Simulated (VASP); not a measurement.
Computed with PBE GGA, VASP's PBE PAW potentials (set 64) (plane waves; VASP).

A VASP calculation is set up with these files.

### INCAR
```
SYSTEM = SnO
PREC = Accurate; ENCUT = 400; LREAL = .False.
LASPH = .True.
EDIFF = 1E-6; NELM = 100; ALGO = Normal
LMAXMIX = 4
ISMEAR = 0; SIGMA = 0.05
GGA = PE
ISIF = 2
LWAVE = .False.; LCHARG = .False.
```

POSCAR:
```
SnO
16.2253540
  0.2267448217   0.0000000000   0.0000000000
  0.0000000000   0.2267448217   0.0000000000
  0.0000000000   0.0000000000   1.0000000000
Sn O
2 2
Cart
  0.1133724109   0.0000000000   0.5685760000
  0.0000000000   0.1133724109   0.4314240000
  0.0000000000   0.0000000000   0.5000000000
  0.1133724109   0.1133724109   0.5000000000
```

KPOINTS:
```
Automatic mesh
0
Gamma
7 7 1
0 0 0
```

POTCAR, in this order: Sn_d O (PBE.64 set). Program: vasp_std.

Output

**OSZICAR**
```
       N       E                     dE             d eps       ncg     rms          rms(c)
DAV:   1     0.361373665605E+03    0.36137E+03   -0.17816E+04   536   0.140E+03
DAV:   2     0.307244339471E+02   -0.33065E+03   -0.32732E+03   592   0.370E+02
DAV:   3    -0.237618376789E+02   -0.54486E+02   -0.53670E+02   584   0.171E+02
DAV:   4    -0.259441800536E+02   -0.21823E+01   -0.21803E+01   568   0.382E+01
DAV:   5    -0.260055178489E+02   -0.61338E-01   -0.61324E-01   632   0.629E+00    0.120E+01
DAV:   6    -0.220801669089E+02    0.39254E+01   -0.22192E+01   792   0.490E+01    0.439E+00
DAV:   7    -0.221862456778E+02   -0.10608E+00   -0.20947E+00   544   0.886E+00    0.283E+00
DAV:   8    -0.221804902003E+02    0.57555E-02   -0.66881E-01   792   0.821E+00    0.121E+00
DAV:   9    -0.221484244233E+02    0.32066E-01   -0.24107E-01   800   0.547E+00    0.267E-01
DAV:  10    -0.221519389307E+02   -0.35145E-02   -0.17587E-02   664   0.109E+00    0.152E-01
DAV:  11    -0.221517462971E+02    0.19263E-03   -0.58389E-03   696   0.916E-01    0.680E-02
DAV:  12    -0.221517878680E+02   -0.41571E-04   -0.57088E-04   640   0.279E-01    0.531E-02
DAV:  13    -0.221517813423E+02    0.65257E-05   -0.41501E-04   656   0.247E-01    0.158E-02
DAV:  14    -0.221518230406E+02   -0.41698E-04   -0.89949E-05   728   0.158E-01    0.106E-02
DAV:  15    -0.221518685401E+02   -0.45499E-04   -0.17563E-05   648   0.495E-02    0.141E-02
DAV:  16    -0.221519491035E+02   -0.80563E-04   -0.28779E-05   600   0.529E-02    0.690E-03
DAV:  17    -0.221519607533E+02   -0.11650E-04   -0.19187E-06   448   0.223E-02    0.210E-03
DAV:  18    -0.221519904942E+02   -0.29741E-04   -0.10726E-06   392   0.106E-02    0.124E-03
DAV:  19    -0.221519957089E+02   -0.52147E-05   -0.29172E-07   432   0.697E-03    0.970E-04
DAV:  20    -0.221519981007E+02   -0.23918E-05   -0.35808E-07   384   0.491E-03    0.590E-04
DAV:  21    -0.221519982585E+02   -0.15773E-06   -0.19004E-07   400   0.791E-03
   1 F= -.22151998E+02 E0= -.22151998E+02  d E =-.436109E-12
```

OUTCAR:
```
------------------------ aborting loop because EDIFF is reached ----------------------------------------
  FORCE on cell =-STRESS in cart. coord.  units (eV):
  Direction    XX          YY          ZZ          XY          YZ          ZX
  --------------------------------------------------------------------------------------
  Total        5.7103257      5.7103257      4.6443397      0.0000000      0.0000000     -0.0000000
  in kB       41.6595109     41.6595109     33.8826416      0.0000000      0.0000000     -0.0000000
  external PRESSURE =      39.0672211 kB  Pullay stress =       0.0000000 kB
  volume of cell :      219.61
      direct lattice vectors                 reciprocal lattice vectors
     3.679015000  0.000000000  0.000000000     0.271811884  0.000000000  0.000000000
     0.000000000  3.679015000  0.000000000     0.000000000  0.271811884  0.000000000
     0.000000000  0.000000000 16.225354000     0.000000000  0.000000000  0.061631937
 POSITION                                       TOTAL-FORCE (eV/Angst)
 -----------------------------------------------------------------------------------
      1.83951      0.00000      9.22535         0.000000      0.000000      2.666861
      0.00000      1.83951      7.00001         0.000000      0.000000     -2.666861
      0.00000      0.00000      8.11268         0.000000      0.000000      0.000000
      1.83951      1.83951      8.11268         0.000000     -0.000000      0.000000
 -----------------------------------------------------------------------------------
    total drift:                                0.000000      0.000000      0.000000
  FREE ENERGIE OF THE ION-ELECTRON SYSTEM (eV)
  ---------------------------------------------------
  free  energy   TOTEN  =       -22.1519982585 eV

  energy  without entropy=      -22.1519982585  energy(sigma->0) =      -22.15199826
```
(Selected blocks of OUTCAR.)

File OUTCAR:
```
 val. band max:       -1.8529401966   @ k =   0.2857   0.1429   0.0000

 cond. band min:       1.2569868279   @ k =   0.0000   0.0000   0.0000


 Fermi energy:        -1.6125101003

 k-point     1 :       0.0000    0.0000    0.0000
  band No.  band energies     occupation
      1     -22.9437      2.00000
      2     -22.2426      2.00000
      3     -22.2288      2.00000
      4     -22.2113      2.00000
      5     -22.2113      2.00000
      6     -22.1424      2.00000
      7     -22.1319      2.00000
      8     -22.0854      2.00000
      9     -22.0665      2.00000
     10     -22.0665      2.00000
     11     -21.7630      2.00000
     12     -18.4484      2.00000
     13      -9.5253      2.00000
     14      -7.6417      2.00000
     15      -7.6417      2.00000
     16      -5.4254      2.00000
     17      -4.6138      2.00000
     18      -4.2907      2.00000
     19      -4.2907      2.00000
     20      -1.9673      2.00000
     21       1.2570      0.00000
     22       1.5149      0.00000
     23       3.5752      0.00000
     24       3.7282      0.00000

 k-point     2 :       0.1429    0.0000    0.0000
  band No.  band energies     occupation
      1     -22.9373      2.00000
      2     -22.4219      2.00000
      3     -22.2228      2.00000
      4     -22.2112      2.00000
      5     -22.2064      2.00000
      6     -22.1530      2.00000
      7     -22.1207      2.00000
      8     -22.0850      2.00000
      9     -22.0641      2.00000
     10     -22.0518      2.00000
     11     -21.4665      2.00000
     12     -18.5699      2.00000
     13      -9.4881      2.00000
     14      -7.6223      2.00000
     15      -7.4999      2.00000
     16      -5.9405      2.00000
     17      -4.8285      2.00000
     18      -4.4911      2.00000
     19      -4.0516      2.00000
     20      -1.9228      2.00000
     21       1.7378      0.00000
     22       1.9985      0.00000
     23       3.1864      0.00000
     24       3.8791      0.00000
...
```

At this cut-off the stress carries a Pulay error, which pulls relaxed volumes low. The cell holds a wide vacuum, so values per volume refer to the whole cell.  Unless said otherwise, spin-orbit coupling is left out, though it shifts the bands of the heavy elements here.

The cell is a sheet with vacuum, built from a generated structure.
